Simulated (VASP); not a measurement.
```xyz
4
Lattice="3.5669 0.0000 0.0000 0.0000 3.5669 0.0000 0.0000 0.0000 3.5669" Properties=species:S:1:pos:R:3 pbc="T T T"
Al     0.0000     0.0000     0.0000
Ni     0.0000     1.7835     1.7835
Ni     1.7835     0.0000     1.7835
Ni     1.7835     1.7835     0.0000
```
Starting moments (μB, in the order of the record's atoms Al Ni Ni Ni): 0.0 0.5 0.5 0.5.

Level of theory: PBE GGA, VASP's PBE PAW potentials (set 64) (plane waves; VASP). Settings: PREC = Normal, EDIFF = 1E-5, 400 eV cut-off, 12×12×12 Γ-centred mesh, first-order Methfessel-Paxton smearing of 0.10 eV, potentials Al Ni.

Q: Predict the cell moment, energy per atom (σ→0), band gap (on the k-mesh) with the smallest direct gap where there is one.

A: 
* **band gap (on the k-mesh)**: none (metal, semimetal or under 0.01 eV)
* **cell moment**: 0.73 μB
* **energy per atom (σ→0)**: -5.475 eV/atom

Q: Give the moment on each site (PAW-sphere projection).

A: 
```csv
site,moment (μB)
Al1,-0.01
Ni2,0.26
Ni3,0.26
Ni4,0.26
```

Only differences to runs with the same potentials and settings are physical.

The compound is Ni3Al in the L1_2 structure. It was relaxed first.
